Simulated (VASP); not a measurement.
The system is Ti.

```
CELL_PARAMETERS angstrom
2.93573 0.00000 0.00000
-1.46787 2.54242 0.00000
0.00000 0.00000 4.64086
ATOMIC_POSITIONS crystal
Ti 0.33333 0.66667 0.25000
Ti 0.66667 0.33333 0.75000
```

```yaml
Program: VASP 6.6.1
Task: relaxation of cell and atoms
Functional: RPBE
Potentials_or_basis: VASP PAW PBE potentials, release 64 (Ti_sv)
Cutoff: 600 eV
k_mesh: 18 × 18 × 10
Occupations: gaussian, width 0.1 eV
Spin: no spin polarisation
```

At the start: pressure 3.2 GPa; volume 17.32 Å³/atom.

**Question.** How do energy, volume and symmetry change on relaxing?

**Answer.** Over 4 steps the energy falls by 5.4 meV/atom and the volume is 17.85 Å³/atom (+3.0 %); space group P6_3/mmc (No. 194, to 0.05 Å).

Step by step:
| step | energy change (eV) | largest force (eV/Å) | pressure (GPa) | volume (Å³) |
| --- | --- | --- | --- | --- |
| 1 | 0.0000 | 0.0000 | 3.24 | 34.64 |
| 2 | -0.0062 | 0.0000 | -2.04 | 36.42 |
| 3 | -0.0108 | 0.0000 | -0.04 | 35.71 |
| 4 | -0.0108 | 0.0000 | 0.00 | 35.69 |

Final structure:
```
Ti
1.0
     2.96469    0.00000    0.00000
    -1.48234    2.56749    0.00000
     0.00000    0.00000    4.68907
Ti
2
Direct
  0.33333 0.66667 0.25000
  0.66667 0.33333 0.75000
```

Caveat: the PAW data sets were made with another functional, which shifts forces and pressure a little.
